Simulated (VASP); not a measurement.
A convergence study with VASP on Sr (fcc): a few settings are varied, all else stays as given below, so the limit is that of these other settings.

```yaml
crystal:
  lattice:
    - [0.00000, 3.04000, 3.04000]
    - [3.04000, 0.00000, 3.04000]
    - [3.04000, 3.04000, 0.00000]
  atoms:
    - { symbol: Sr, position: [0.00000, 0.00000, 0.00000] }
```

All values below come from PBE GGA, VASP's PBE PAW potentials (set 64) (plane waves; VASP). The last row used: 550 eV cut-off, 18×18×18 Γ-centred mesh, second-order Methfessel-Paxton smearing of 0.40 eV, potentials Sr_sv.

```tsv
setting	E (eV/atom)	pressure (GPa)	irreducible k-points
ISMEAR = -1, SIGMA = 0.01, 6×6×6 mesh	-1.6080	-0.25	16
ISMEAR = -1, SIGMA = 0.1, 6×6×6 mesh	-1.6170	-0.20	16
ISMEAR = 0, SIGMA = 0.01, 6×6×6 mesh	-1.6082	-0.22	16
ISMEAR = 0, SIGMA = 0.1, 6×6×6 mesh	-1.6109	-0.26	16
ISMEAR = 1, SIGMA = 0.01, 6×6×6 mesh	-1.6082	-0.22	16
ISMEAR = 1, SIGMA = 0.2, 6×6×6 mesh	-1.6118	-0.26	16
ISMEAR = 2, SIGMA = 0.05, 6×6×6 mesh	-1.6077	-0.25	16
ISMEAR = 2, SIGMA = 0.2, 6×6×6 mesh	-1.6112	-0.29	16
ISMEAR = -1, SIGMA = 0.01, 12×12×12 mesh	-1.6343	-0.35	72
ISMEAR = -1, SIGMA = 0.2, 12×12×12 mesh	-1.6359	-0.16	72
ISMEAR = 0, SIGMA = 0.01, 12×12×12 mesh	-1.6344	-0.36	72
ISMEAR = 0, SIGMA = 0.2, 12×12×12 mesh	-1.6362	-0.23	72
ISMEAR = 1, SIGMA = 0.01, 12×12×12 mesh	-1.6344	-0.36	72
ISMEAR = 1, SIGMA = 0.4, 12×12×12 mesh	-1.6373	-0.22	72
ISMEAR = 2, SIGMA = 0.05, 12×12×12 mesh	-1.6343	-0.36	72
ISMEAR = 2, SIGMA = 0.4, 12×12×12 mesh	-1.6372	-0.22	72
ISMEAR = -1, SIGMA = 0.05, 18×18×18 mesh	-1.6362	-0.26	195
ISMEAR = -1, SIGMA = 0.2, 18×18×18 mesh	-1.6359	-0.16	195
ISMEAR = 0, SIGMA = 0.05, 18×18×18 mesh	-1.6355	-0.30	195
ISMEAR = 0, SIGMA = 0.2, 18×18×18 mesh	-1.6370	-0.23	195
ISMEAR = 1, SIGMA = 0.05, 18×18×18 mesh	-1.6354	-0.31	195
ISMEAR = 1, SIGMA = 0.4, 18×18×18 mesh	-1.6376	-0.22	195
ISMEAR = 2, SIGMA = 0.1, 18×18×18 mesh	-1.6355	-0.31	195
ISMEAR = 2, SIGMA = 0.4, 18×18×18 mesh	-1.6377	-0.22	195
```

Left out are rungs that failed or repeat a setting and relaxations that didn't move; long series are thinned to 24 rows.

The compound is Sr in the fcc structure. The cell was not relaxed at this level.
